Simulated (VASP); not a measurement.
Method: PBEsol GGA, VASP's PBE PAW potentials (set 64) (plane waves; VASP).

VASP input:

**INCAR**
```
SYSTEM = BeCd3S4
PREC = Accurate
ENCUT = 400
EDIFF = 1E-6
NELM = 100
ALGO = Normal
LREAL = .FALSE.
LASPH = .TRUE.
ISMEAR = 0
SIGMA = 0.05
GGA = PS
LMAXMIX = 4
LWAVE = .FALSE.
LCHARG = .FALSE.
IBRION = 2
ISIF = 3
NSW = 60
EDIFFG = -0.02
```

POSCAR:
```
BeCd3S4
1
    5.5709887856    -0.0000000000     0.0000000000
   -0.0000000000     5.5709887856    -0.0000000000
   -0.0000000000    -0.0000000000     5.5709887856
Cd S Be
3 4 1
Direct
  0.0000000000   0.0000000000   0.0000000000
  0.5000000000   0.5000000000   0.0000000000
  0.5000000000   0.0000000000   0.5000000000
  0.2216180366   0.2783819634   0.2783819634
  0.7783819634   0.7216180366   0.2783819634
  0.7783819634   0.2783819634   0.7216180366
  0.2216180366   0.7216180366   0.7216180366
  0.0000000000   0.5000000000   0.5000000000
```

**KPOINTS**
```
Regular mesh
0
G
  4 4 4
```

POTCAR, in this order: Cd S Be (PBE.64 set). Program: vasp_std.

Question: What does the run give for the energy per atom (σ→0), volume per atom, band gap (on the k-mesh)?

Answer: 
```json
{
  "energy per atom (σ→0)": "-3830 meV/atom",
  "band gap (on the k-mesh)": "1.69 eV",
  "volume_per_atom": "21.57 Å³/atom"
}
```

OSZICAR:
```
...
DAV:   1    -0.306458505562E+02   -0.25262E-02   -0.55940E-02   798   0.198E+00    0.368E-01
DAV:   2    -0.306437184343E+02    0.21321E-02   -0.63145E-03   808   0.811E-01    0.127E-01
DAV:   3    -0.306435129639E+02    0.20547E-03   -0.81016E-04   839   0.201E-01    0.111E-01
DAV:   4    -0.306435019336E+02    0.11030E-04   -0.60506E-05   780   0.634E-02    0.166E-02
DAV:   5    -0.306434978876E+02    0.40461E-05   -0.32391E-05   910   0.555E-02    0.119E-02
DAV:   6    -0.306434992704E+02   -0.13829E-05   -0.31164E-06   655   0.108E-02    0.494E-03
DAV:   7    -0.306434992623E+02    0.81436E-08   -0.17704E-07   420   0.391E-03
   2 F= -.30643499E+02 E0= -.30643499E+02  d E =-.175132E-03
```

The structure was generated: BeCd3S4 was put into an ordered model structure (P-43m), which need not be its known phase. This run relaxes it. Symmetry was kept, so distortions that lower it aren't found. The start is the result of an earlier pass.
